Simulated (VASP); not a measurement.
Input:

```xyz
2
Lattice="0.0000 3.5417 3.5417 3.5417 0.0000 3.5417 3.5417 3.5417 0.0000" Properties=species:S:1:pos:R:3 pbc="T T T"
K      0.0000     0.0000     0.0000
I      3.5417     3.5417     3.5417
```

Calculation: PBEsol GGA, VASP's PBE PAW potentials (set 64) (plane waves; VASP). Numerical set-up: 520 eV cut-off, 7×7×7 Γ-centred mesh, Gaussian smearing of 0.050 eV, potentials K_sv I.

Unless said otherwise, spin-orbit coupling is left out, though it shifts the bands of the heavy elements here.

Problem. What does the run give for the energy per atom (σ→0), band gap (on the k-mesh) with the smallest direct gap where there is one?

Solution. 
```yaml
band gap (on the k-mesh): 3.80 eV
smallest direct gap (on the k-mesh): 3.80 eV
energy per atom (σ→0): -2907 meV/atom
```

Only differences to runs with the same potentials and settings are physical.

The compound is KI in the rock salt structure. This cell is one point of a volume scan, at 1.03 of the reference volume.
